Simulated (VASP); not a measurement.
Method: PBE GGA, VASP's PBE PAW potentials (set 64) (plane waves; VASP).

VASP ran on this input.

File KPOINTS:
```
Regular mesh
0
Gamma
  6 6 1
0 0 0
```

### INCAR
```
# general
SYSTEM  = HgTe
PREC    = Accurate
ENCUT   = 300
LREAL   = .FALSE.
LASPH   = .TRUE.

# electronic loop
EDIFF   = 1E-6
NELM    = 100
ALGO    = Normal
LMAXMIX = 6

# smearing
ISMEAR  = 0
SIGMA   = 0.272

# functional
GGA     = PE

# ions
ISIF    = 2

# output
LWAVE   = .FALSE.
LCHARG  = .FALSE.
```

### POSCAR
```
HgTe
1.0
  4.6875630000   0.0000000000   0.0000000000
 -2.3437820000   4.0595490000   0.0000000000
  0.0000000000   0.0000000000  14.0000000000
Hg Te
1 1
Cartesian
  2.3437836771   1.3531816468   7.0000000000
 -0.0000026771   2.7063673532   7.0000000000
```

POTCAR, in this order: Hg Te (PBE.64 set). Program: vasp_std.

What VASP printed:

OSZICAR:
```
       N       E                     dE             d eps       ncg     rms          rms(c)
DAV:   1     0.118865229455E+03    0.11887E+03   -0.44017E+03   182   0.636E+02
DAV:   2     0.697532855424E+01   -0.11189E+03   -0.10575E+03   280   0.165E+02
DAV:   3    -0.342776428619E+01   -0.10403E+02   -0.10358E+02   212   0.678E+01
DAV:   4    -0.359144245612E+01   -0.16368E+00   -0.16342E+00   238   0.920E+00
DAV:   5    -0.359453625092E+01   -0.30938E-02   -0.30938E-02   246   0.111E+00    0.726E+00
DAV:   6    -0.327284072757E+01    0.32170E+00   -0.77074E-01   217   0.110E+01    0.585E+00
DAV:   7    -0.324631217124E+01    0.26529E-01   -0.22520E-01   217   0.326E+00    0.185E+00
DAV:   8    -0.324397865766E+01    0.23335E-02   -0.22032E-02   227   0.185E+00    0.722E-01
DAV:   9    -0.324410873502E+01   -0.13008E-03   -0.23042E-03   232   0.481E-01    0.226E-01
DAV:  10    -0.324428502968E+01   -0.17629E-03   -0.54831E-04   192   0.244E-01    0.564E-02
DAV:  11    -0.324454737415E+01   -0.26234E-03   -0.15670E-04   207   0.112E-01    0.396E-02
DAV:  12    -0.324460207017E+01   -0.54696E-04   -0.17062E-05   227   0.405E-02    0.955E-03
DAV:  13    -0.324475596458E+01   -0.15389E-03   -0.75894E-05   207   0.347E-02    0.199E-02
DAV:  14    -0.324476117292E+01   -0.52083E-05   -0.17362E-06   208   0.655E-03    0.441E-03
DAV:  15    -0.324480362461E+01   -0.42452E-04   -0.28059E-05   212   0.147E-02    0.100E-02
DAV:  16    -0.324480414714E+01   -0.52253E-06   -0.11652E-07   181   0.191E-03
   1 F= -.32448041E+01 E0= -.32372170E+01  d E =-.151743E-01
```

**OUTCAR**
```
------------------------ aborting loop because EDIFF is reached ----------------------------------------
  FORCE on cell =-STRESS in cart. coord.  units (eV):
  Direction    XX          YY          ZZ          XY          YZ          ZX
  --------------------------------------------------------------------------------------
  Total        1.6602446      1.6602449     -0.1179365     -0.0000002      0.0000000      0.0000000
  in kB        9.9845780      9.9845798     -0.7092608     -0.0000012      0.0000000      0.0000000
  external PRESSURE =       6.4199657 kB  Pullay stress =       0.0000000 kB
  volume of cell :      266.41
      direct lattice vectors                 reciprocal lattice vectors
     4.687563000  0.000000000  0.000000000     0.213330466  0.123166417  0.000000000
    -2.343782000  4.059549000  0.000000000     0.000000000  0.246332782  0.000000000
     0.000000000  0.000000000 14.000000000     0.000000000  0.000000000  0.071428571
 POSITION                                       TOTAL-FORCE (eV/Angst)
 -----------------------------------------------------------------------------------
      2.34378      1.35318      7.00000         0.000000      0.000000      0.000000
     -0.00000      2.70637      7.00000        -0.000000     -0.000000      0.000000
 -----------------------------------------------------------------------------------
    total drift:                               -0.000478      0.000264      0.000000
  FREE ENERGIE OF THE ION-ELECTRON SYSTEM (eV)
  ---------------------------------------------------
  free  energy   TOTEN  =        -3.2448041471 eV

  energy  without entropy=       -3.2296298049  energy(sigma->0) =       -3.23721698
```
(Selected blocks of OUTCAR.)

The cell holds a wide vacuum, so values per volume refer to the whole cell.

The cell is a sheet with vacuum, built from a generated structure.
